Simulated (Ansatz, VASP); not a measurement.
## AlN: VASP beside Ansatz

Aim: how closely do two programs agree when they are given the same cell, functional and k mesh? The cell is taken from a series of runs on this material, whose earlier steps may have relaxed, scaled, displaced or heated it; both programs get it as it stands. Other levels of theory on this material are compared in a session of their own.

Main program and level: Ansatz 0.2.0; plane waves, with VASP 6.6.1 beside it; relaxation of cell and atoms at PBE.

**1. The starting structure**

The structure is cubic, space group F-43m (No. 216). The conventional cell has a = 4.403 Å, b = 4.403 Å, c = 4.403 Å, α = 90.00°, β = 90.00°, γ = 90.00°. Nearest to N lie 4 Al at 1.91 Å. Al has 4 N at 1.91 Å nearest. Farther neighbours and most contacts between anions are not listed.

As a file:

```
N Al
1.0
     0.00000    2.20126    2.20126
     2.20126    0.00000    2.20126
     2.20126    2.20126    0.00000
N Al
1 1
Direct
  0.25000 0.25000 0.25000
  0.00000 0.00000 0.00000
```

**2. VASP: relaxation of cell and atoms, PBE**

The relaxed volume is the usual yardstick between codes: in a stiff, nearly cubic crystal its relative difference is about their pressure difference at one cell divided by the bulk modulus.

Lines of VASP's logs that name or quote its potential files are left out, and so is its time.

INCAR reads:

```
SYSTEM = AlN
PREC = Accurate
ENCUT = 600
EDIFF = 1E-07
NELM = 120
ISMEAR = 0
SIGMA = 0.01
LREAL = .FALSE.
ALGO = Normal
GGA = PE
NBANDS = 10
LORBIT = 11
LWAVE = .FALSE.
LCHARG = .FALSE.
ISIF = 3
IBRION = 2
NSW = 80
EDIFFG = -0.005
LASPH = .TRUE.
GGA_COMPAT = .FALSE.
NELMIN = 4
EFERMI = MIDGAP
KPAR = 2
```

POSCAR reads:

```
AlN
1.0
    0.0000000000      2.2012580000      2.2012580000
    2.2012580000      0.0000000000      2.2012580000
    2.2012580000      2.2012580000      0.0000000000
N Al
1 1
Direct
    0.2500000000      0.2500000000      0.2500000000
    0.0000000000      0.0000000000      0.0000000000
```

KPOINTS reads:

```
Automatic mesh
0
Gamma
12 12 12
0 0 0
```

The projector-augmented-wave data sets are N and Al (PBE family, release 64).

Started as:

```bash
$ mpirun -np 2 vasp_std
```

Numbers of over 12 decimals in the logs are rounded to 6 here.

What it wrote:

```text
[banner, memory and clock lines left out]
running    2 mpi-ranks, on    1 nodes
 distrk:  each k-point on    1 cores,    2 groups
 distr:  one band on    1 cores,    1 groups

 POSCAR found type information on POSCAR N Al
 POSCAR found :  2 types and       2 ions
 LDA part: xc-table for (Slater+PW92), standard interpolation
 POSCAR, INCAR and KPOINTS ok, starting setup
 FFT: planning ... GRIDC
 FFT: planning ... GRID_SOFT
 FFT: planning ... GRID
 WAVECAR not read
 entering main loop
       N       E                     dE             d eps       ncg     rms          rms(c)
DAV:   1     0.156485655200E+02    0.15649E+02   -0.42060E+03  1456   0.751E+02
DAV:   2    -0.160274268286E+02   -0.31676E+02   -0.30803E+02  1744   0.160E+02
DAV:   3    -0.171797873275E+02   -0.11524E+01   -0.11505E+01  1750   0.305E+01
DAV:   4    -0.171856523364E+02   -0.58650E-02   -0.58645E-02  1644   0.220E+00
DAV:   5    -0.171857193213E+02   -0.66985E-04   -0.66984E-04  1658   0.235E-01    0.851E+00
DAV:   6    -0.148598261491E+02    0.23259E+01   -0.12454E+01  1738   0.198E+01    0.283E+00
DAV:   7    -0.148552654832E+02    0.45607E-02   -0.13455E-01  1562   0.316E+00    0.198E+00
DAV:   8    -0.148498427218E+02    0.54228E-02   -0.24978E-02  1514   0.179E+00    0.519E-01
DAV:   9    -0.148488779431E+02    0.96478E-03   -0.24618E-03  1668   0.348E-01    0.223E-01
DAV:  10    -0.148489421395E+02   -0.64196E-04   -0.47371E-04  1594   0.150E-01    0.239E-02
DAV:  11    -0.148489449250E+02   -0.27855E-05   -0.20542E-05  1648   0.314E-02    0.138E-02
DAV:  12    -0.148489450033E+02   -0.78280E-07   -0.85154E-07  1596   0.812E-03
   1 F= -.14848945E+02 E0= -.14848945E+02  d E =-.148489E+02
 curvature:   0.00 expect dE= 0.000E+00 dE for cont linesearch  0.000E+00
 trial: gam= 0.00000 g(F)=  0.537E-50 g(S)=  0.127E-03 ort = 0.000E+00 (trialstep = 0.100E+01)
 search vector abs. value=  0.127E-03
 bond charge predicted
       N       E                     dE             d eps       ncg     rms          rms(c)
DAV:   1    -0.148491608909E+02   -0.21597E-03   -0.50894E-03  1488   0.543E-01    0.998E-02
DAV:   2    -0.148489544414E+02    0.20645E-03   -0.11095E-03  1520   0.201E-01    0.232E-02
DAV:   3    -0.148489531638E+02    0.12776E-05   -0.21586E-05  1504   0.416E-02    0.795E-03
DAV:   4    -0.148489521117E+02    0.10521E-05   -0.81565E-07  1578   0.693E-03    0.370E-03
DAV:   5    -0.148489521098E+02    0.19674E-08   -0.20287E-07  1460   0.330E-03
   2 F= -.14848952E+02 E0= -.14848952E+02  d E =-.710650E-05
 trial-energy change:   -0.000007  1 .order   -0.000007   -0.000127    0.000114
 step:   0.5282(harm=  0.5282)  dis= 0.00000  next Energy=   -14.848979 (dE=-0.336E-04)
 bond charge predicted
       N       E                     dE             d eps       ncg     rms          rms(c)
DAV:   1    -0.148490268634E+02   -0.74752E-04   -0.11433E-03  1482   0.257E-01    0.477E-02
DAV:   2    -0.148489794642E+02    0.47399E-04   -0.25165E-04  1508   0.958E-02    0.114E-02
DAV:   3    -0.148489789723E+02    0.49182E-06   -0.48284E-06  1490   0.197E-02    0.384E-03
DAV:   4    -0.148489785509E+02    0.42143E-06   -0.18013E-07   966   0.331E-03    0.165E-03
DAV:   5    -0.148489784064E+02    0.14448E-06   -0.44689E-08   748   0.161E-03    0.812E-04
DAV:   6    -0.148489783892E+02    0.17191E-07   -0.33917E-09   744   0.512E-04
   3 F= -.14848978E+02 E0= -.14848978E+02  d E =-.333860E-04
 curvature:  -0.26 expect dE=-0.185E-08 dE for cont linesearch -0.185E-08
 trial: gam= 0.00000 g(F)=  0.581E-49 g(S)=  0.701E-08 ort =-0.944E-06 (trialstep = 0.906E+00)
 search vector abs. value=  0.711E-08
 reached required accuracy - stopping structural energy minimisation
```

From OUTCAR (step 2):

```text
ion  position               nearest neighbor table
   1  0.250  0.250  0.250-   2 1.91   2 1.91   2 1.91   2 1.91
   2  0.000  0.000  0.000-   1 1.91   1 1.91   1 1.91   1 1.91

  LATTYP: Found a face centered cubic cell.
 ALAT       =     4.4025160000

 Subroutine GETGRP returns: Found 24 space group operations
 (whereof 24 operations were pure point group operations)

The static configuration has the point symmetry T_d .

 Found     72 irreducible k-points:

   k-points           NKPTS =     72   k-points in BZ     NKDIM =     72   number of bands    NBANDS=     10

   dimension x,y,z NGX =    28 NGY =   28 NGZ =   28
   dimension x,y,z NGXF=    56 NGYF=   56 NGZF=   56

   ENCUT  =  600.0 eV  44.10 Ry    6.64 a.u.   6.22  6.22  6.22*2*pi/ulx,y,z

   NELECT =       8.0000    total number of electrons

 k-points in reciprocal lattice and weights: Automatic mesh
   0.00000000  0.00000000  0.00000000       0.001
   0.08333333  0.00000000  0.00000000       0.005
   0.16666667  0.00000000  0.00000000       0.005
   0.25000000  0.00000000  0.00000000       0.005
   0.33333333  0.00000000  0.00000000       0.005
   0.41666667  0.00000000  0.00000000       0.005
   0.50000000  0.00000000  0.00000000       0.002
   0.08333333  0.08333333  0.00000000       0.003
   0.16666667  0.08333333  0.00000000       0.014
[...]
-0.33333333  0.50000000  0.16666667       0.007
  -0.25000000  0.50000000  0.25000000       0.003

 average (electrostatic) potential at core
       1 -60.1751       2 -71.9206

 E-fermi :   7.4169

 k-point     1 :       0.0000    0.0000    0.0000
  band No.  band energies     occupation
      1      -9.0912      2.00000
      2       5.7637      2.00000
      3       5.7637      2.00000
      4       5.7637      2.00000
      5       9.7663      0.00000
      6      18.1077      0.00000
      7      18.1077      0.00000
      8      18.1077      0.00000
      9      23.2766      0.00000
    ...

 k-point     2 :       0.0833    0.0000    0.0000
  band No.  band energies     occupation
      1      -8.9918      2.00000
      2       5.1735      2.00000
      3       5.7275      2.00000
      4       5.7275      2.00000
      5      10.2568      0.00000
      6      17.8295      0.00000
      7      18.2069      0.00000
      8      18.2069      0.00000
      9      22.2595      0.00000
    ...

 k-point     3 :       0.1667    0.0000    0.0000
  band No.  band energies     occupation
      1      -8.7041      2.00000
      2       3.9217      2.00000
      3       5.6321      2.00000
      4       5.6321      2.00000
      5      11.1946      0.00000
      6      17.2014      0.00000
      7      18.2785      0.00000
      8      18.2785      0.00000
      9      21.4929      0.00000
    ...

  Total        0.0003112      0.0003112      0.0003112      0.0000000      0.0000000     -0.0000000
  in kB        0.0234067      0.0234067      0.0234067      0.0000000      0.0000000     -0.0000000
  external PRESSURE =       0.0234067 kB  Pullay stress =       0.0000000 kB

  energy-cutoff  :      600.00
  volume of cell :       21.30
      direct lattice vectors                 reciprocal lattice vectors
     0.000000000  2.200081750  2.200081750    -0.227264282  0.227264282  0.227264282
     2.200081750 -0.000000000  2.200081750     0.227264282 -0.227264282  0.227264282
     2.200081750  2.200081750  0.000000000     0.227264282  0.227264282 -0.227264282

 POSITION                                       TOTAL-FORCE (eV/Angst)
 -----------------------------------------------------------------------------------
      1.10004      1.10004      1.10004        -0.000000     -0.000000     -0.000000
      0.00000      0.00000      0.00000         0.000000      0.000000      0.000000
 -----------------------------------------------------------------------------------
    total drift:                                0.000000      0.000000      0.000000

  FREE ENERGIE OF THE ION-ELECTRON SYSTEM (eV)
  ---------------------------------------------------
  free  energy   TOTEN  =       -14.8489783892 eV

  energy  without entropy=      -14.8489783892  energy(sigma->0) =      -14.84897839

 reached required accuracy - stopping structural energy minimisation

 total charge
# of ion       s       p       d       tot
------------------------------------------
    1        1.219   2.613   0.000   3.832
    2        0.367   0.435   0.000   0.802
--------------------------------------------------
tot          1.587   3.048   0.000   4.634

[... 3 further parts left out ...]
```

**3. Ansatz: relaxation of cell and atoms, PBE**

Ansatz runs on its PAW soft_1 files.

The same cell, functional and mesh now go to Ansatz, which takes its cutoff from its data sets.

input.yaml reads:

```yaml
crystal:
  lattice:
    - [0.0, 2.2012582252, 2.2012582252]
    - [2.2012582252, 0.0, 2.2012582252]
    - [2.2012582252, 2.2012582252, 0.0]
  atoms:
    - { symbol: "N", position: [0.25, 0.25, 0.25] }
    - { symbol: Al, position: [0.0, 0.0, 0.0] }
kpoints:
  mp_grid: { grid: [12, 12, 12] }
hamiltonian:
  xc: pbe
  pseudopotentials: { kind: paw, azcp: { folder: soft_1 } }
scf:
  occupations: { method: fixed }
output:
  forces: true
  stress: true
  eigenvalues: true
relax:
  adjacent_minimum: "off"
  f_tol: 0.001
  max_steps: 60
  cell: { stress_tol: 0.01 }
```

Started as:

```bash
$ ansatz run input.yaml --threads 4 --pin off --max-ram 10240MiB --backend cpu --events-out ev --progress --plain --runs-dir out
```

What it wrote:

```text
Engine: ansatz 0.2.0, aarch64-unknown-linux-gnu
Pseudopotentials: kind: paw
Pseudopotential: N, paw, valence charge 5, recommended cutoff 420 eV (normal), soft_1/N.paw.azcp
Pseudopotential: Al, paw, valence charge 3, recommended cutoff 420 eV (normal), soft_1/Al.paw.azcp
Functional definition: PBE
  parameter kappa = 0.804
  parameter beta = 0.066725
  exchange = pbe_x(kappa = kappa, mu = beta*pi^2/3)
  correlation = pbe_c(beta = beta)
Crystal: 2 atoms, lattice volume = 21.333 Å³
Basis set: ecut = 420 eV, 411 PW (Γ), exchange–correlation on 48×48×48 points (8 copies of the dense FFT grid, shifted against one another)
Bands: 8, of which v1, the nominal top of the filled ones, is band 4 counted from 1 (3 counted from 0)
Symmetry: 24 space group operations
Space group: F-43m (ITA 216), of the structure as read, at distance tolerance 2.8e-5 Å
k-points: 72 of 1728 (time reversal used)
Non-local potential: N, projectors of the file, l = 0: 2, l = 1: 2, l = 2: 1
Non-local potential: Al, projectors of the file, l = 0: 2, l = 1: 2, l = 2: 1
PAW form: soft (Blöchl's): semilocal exchange-correlation on the pseudo side does not see the compensation charge
PAW one-centre angular grid: N, 110 points (default); XC on 64 Gauss nodes
PAW one-centre angular grid: Al, 110 points (default); XC on 64 Gauss nodes
Initial density: superposition of atomic densities (chi_scale 0.1, normalization cell, long waves kept (reshape's long-wave potential 0.00 eV rms))
Initial wavefunctions: pseudopotential atomic-orbital guess
Functional: x = pbe(κ = 0.804, μ = 0.219515), c = pbe(β = 0.066725)
SCF iter   1: F=—  HF=-925.614724 eV  |F-HF|=—  |Δ(HF+E_count)|=         —  Δρ=1.35e-1  dr2=4.82e0  ethr=3.10e-3  ⟨swp⟩=4.0  Hψ=3732  notcnv=0  defer=13
preconditioner: auto → none  [insulator: Δε(μ)=5.233 eV  Ē_g=16.314 eV  n_scr=0 (ndim 8)  ℏωp=22.7 eV  f_vac=0.000  ε∞_Penn≈2.9]
SCF iter   2: F=—  HF=-924.443736 eV  |F-HF|=—  |Δ(HF+E_count)|=    1.17e0  Δρ=7.79e-2  dr2=7.95e-1  ethr=3.10e-3  ⟨swp⟩=2.8  Hψ=1807  notcnv=0  defer=101
SCF iter   3: F=—  HF=-924.223393 eV  |F-HF|=—  |Δ(HF+E_count)|=   2.20e-1  Δρ=2.31e-2  dr2=5.82e-2  ethr=3.10e-3  ⟨swp⟩=2.3  Hψ=1256  notcnv=0  defer=121
SCF iter   4: F=—  HF=-924.216829 eV  |F-HF|=—  |Δ(HF+E_count)|=   6.56e-3  Δρ=1.39e-3  dr2=1.92e-4  ethr=7.28e-4  ⟨swp⟩=2.0  Hψ=834  notcnv=0  defer=142
SCF iter   5: F=—  HF=-924.216768 eV  |F-HF|=—  |Δ(HF+E_count)|=   6.07e-5  Δρ=4.10e-4  dr2=9.15e-6  ethr=2.40e-6  ⟨swp⟩=2.7  Hψ=932  notcnv=0  defer=142
SCF iter   6: F=—  HF=-924.216748 eV  |F-HF|=—  |Δ(HF+E_count)|=   2.03e-5  Δρ=2.76e-5  dr2=9.74e-8  ethr=1.25e-9  ⟨swp⟩=5.1  Hψ=3577  notcnv=0
SCF iter   7: F=-924.216748 eV  HF=-924.216748 eV  |F-HF|=3.26e-9  |Δ(HF+E_count)|=   7.87e-8  Δρ=3.91e-6  dr2=1.85e-9  ethr=1.22e-9  ⟨swp⟩=2.4  Hψ=2413  notcnv=0
SCF 1 converged in 7 iterations: F = -924.216748 eV  dr2 = 1.85e-9
  greatest PAW one-centre occupation: 0.788 electrons in one spin orbital (limit 2), on the N atom at site 0 (counted from 0), in its partial waves of l = 0
relax step   1: F+E_penalty+E_count = -924.21674794 eV  Δ(F+E_penalty+E_count) = +0.000e0 eV  max|allowed force component| = 2.174e-16 eV/Å  Δτ_max = 0.0000 Å  P = -0.000 GPa  Ω = 21.333 Å³  (7 SCF iters, dr2 threshold 1.00e-7 eV, accepted)
Initial density: handed on by an earlier stage of this run
Initial wavefunctions: pseudopotential atomic-orbital guess (no wavefunctions were taken with the density)
iter 1 solved again at ethr=4.42e-8 eV; its pass at ethr=3.10e-3 eV (dr2=3.54e-6 eV) is discarded
SCF iter   1: F=—  HF=-924.216772 eV  |F-HF|=—  |Δ(HF+E_count)|=         —  Δρ=3.96e-6  dr2=1.54e-9  ethr=4.42e-8  ⟨swp⟩=3.0  Hψ=5399  notcnv=0  defer=62
preconditioner: auto → none  [insulator: Δε(μ)=3.311 eV  Ē_g=15.174 eV  n_scr=0 (ndim 8)  ℏωp=22.7 eV  f_vac=0.000  ε∞_Penn≈3.2]
SCF iter   2: F=—  HF=-924.216748 eV  |F-HF|=—  |Δ(HF+E_count)|=   2.42e-5  Δρ=3.09e-6  dr2=1.46e-9  ethr=1.92e-11  ⟨swp⟩=2.1  Hψ=872  notcnv=0  defer=9
SCF iter   3: F=—  HF=-924.216748 eV  |F-HF|=—  |Δ(HF+E_count)|=  7.85e-10  Δρ=1.49e-6  dr2=3.95e-10  ethr=1.82e-11  ⟨swp⟩=2.4  Hψ=831  notcnv=0  defer=9
SCF iter   4: F=—  HF=-924.216748 eV  |F-HF|=—  |Δ(HF+E_count)|=  2.10e-10  Δρ=4.00e-7  dr2=2.94e-11  ethr=4.94e-12  ⟨swp⟩=2.2  Hψ=826  notcnv=0  defer=9
SCF iter   5: F=—  HF=-924.216748 eV  |F-HF|=—  |Δ(HF+E_count)|=  6.14e-12  Δρ=1.46e-7  dr2=3.37e-12  ethr=3.68e-13 (applied; sched 1.00e-12)  ⟨swp⟩=2.0  Hψ=798  notcnv=0  defer=9
SCF iter   6: F=-924.216748 eV  HF=-924.216748 eV  |F-HF|=0.00e0  |Δ(HF+E_count)|=  4.55e-13  Δρ=1.03e-8  dr2=1.21e-14  ethr=1.00e-12  ⟨swp⟩=5.2  Hψ=2780  notcnv=0
SCF 2 converged in 6 iterations: F = -924.216748 eV  dr2 = 1.21e-14
relax step   2: F+E_penalty+E_count = -924.21674794 eV  Δ(F+E_penalty+E_count) = -4.628e-10 eV  max|allowed force component| = 2.128e-16 eV/Å  Δτ_max = 0.0000 Å  P = -0.001 GPa  Ω = 21.333 Å³  stress off target by 6.41e-4 GPa  SCF on the basis re-selected at this cell (its energy is not comparable with the rows above)  (6 SCF iters)
basis re-selected at this cell: Δ(F+E_penalty+E_count) = -4.628e-10 eV, ΔP = -0.000 GPa vs the last step (what re-selecting the basis moved, of the pressure what is left beyond the Pulay correction that the steps carried, after the strain that the cell walked since its last selection, with what the two solves' SCF thresholds leave and, on support functions, any second-order correction that the steps lacked; it is no  [...]
SCF converged after 6 iterations
Free energy (F): -924.216748 eV
Harris-Foulkes:  -924.216748 eV  (|F-HF|=0.00e0)
Internal energy: -924.216748 eV  (E = F + TS)
E sigma→0 (E₀):  -924.216748 eV
Fermi energy:    6.718832 eV
--- Per-component energies (eV) ---
  E_band       = 13.722800
  E_kinetic    = 155.714625
  E_local      = -211.344729  (includes V_loc(G=0)·N_el)
  E_nonlocal   = 44.470571
  E_hartree    = 77.731651
  E_xc         = -98.764405
  E_vxc        = -106.612406  (∫ρ·V_xc dr)
  E_paw        = -597.748036  (= ΣΔE_a)
  E_vpaw       = -23.969404  (= ΣTr[D̂ρ^β])
  E_aug_tail   = 0.000843  (compensation charges beyond the density's cutoff)
  E_ewald      = -294.277267
  E_smearing   = -0.000000  (= −TS)
  E_closure    = 0.000000  (closes the sum)
  Σ components = -924.216748   (vs F -924.216748, Δ=0.00e0)
--- Forces (eV/Å), atoms counted from 1 ---
  atom   1  N     -0.00000000     0.00000000     0.00000000
  atom   2  Al     0.00000000    -0.00000000    -0.00000000
  max |Σ_I F_I| component: 1.67e-16 eV/Å
--- Stress (GPa, compression-positive) ---
       -0.000641      -0.000000      -0.000000
        0.000000      -0.000641       0.000000
       -0.000000       0.000000      -0.000641
  P = ⅓ Tr σ = -0.0006 GPa (-0.006 kbar)
--- Band table (eV; the first three rows and the last of 72) ---
  k-point 0: bands = ["-8.1097", "6.7188", "6.7188", "6.7188", "10.6994", "19.0659", "19.0659", "19.0659"]
  k-point 1: bands = ["-8.0108", "6.1287", "6.6829", "6.6829", "11.1917", "18.7872", "19.1640", "19.1640"]
  k-point 2: bands = ["-7.7245", "4.8798", "6.5883", "6.5883", "12.1323", "18.1575", "19.2303", "19.2303"]
  k-point 71: bands = ["-5.4734", "2.9741", "3.3704", "4.0871", "12.7064", "18.0006", "18.4706", "18.5683"]
--- Relaxed structure (1 steps of the walk, 1 accepted, 1 SCFs on fresh bases) ---
  F+E_penalty+E_count = -924.21674794 eV   max|allowed force component| = 2.128e-16 eV/Å   (the final SCF, on the basis selected at the relaxed cell)
  cell:  # Å, volume = 21.3326 Å³
    - [0.0, 2.2012582252, 2.2012582252]
    - [2.2012582252, 0.0, 2.2012582252]
    - [2.2012582252, 2.2012582252, 0.0]
  atoms:
    - { symbol: N, position: [0.25, 0.25, 0.25] }
    - { symbol: Al, position: [0.0, 0.0, 0.0] }
```

**4. Differences**

Known differences besides the potentials themselves: fixed occupations in Ansatz, narrow Gaussian smearing in VASP; the cutoff is 420 eV in Ansatz and 600 eV in VASP; Ansatz adds a Pulay correction to the stress that steers its cell, VASP none. Total energies have different zeros and are not compared.

The two programs side by side:

| quantity | Ansatz | VASP | difference |
| --- | --- | --- | --- |
| volume (Å³) | 21.33 | 21.30 | +0.16 % |
| edge a after relaxation, in the typed setting (Å) | 3.113 | 3.111 | +0.05 % |

**5. Summary of results**

* difference in volume (relaxation of cell and atoms, PBE): 0.16 %

**Reading.** The difference in volume is 0.16 % (relaxation of cell and atoms, PBE), within the 1.2 % picked in this series as the mark of a large difference, as far as the stopping tolerances let one tell. 7 further runs of this series are not shown here. How closely two codes agree says nothing of how well the functional describes the real material.

[Lines on the potential files, build, host, timing and source positions are cut from VASP's logs without a mark.]

[Logs are printed without paths, hosts, clocks, repeated set-up lines and the standing remarks that a program may print on its own settings, such as how far it seeks lower states.]

[Hosts, paths, dates, database ids (printed as entryN), source tags and the programs' standing remarks are cut or masked in the printed files.]
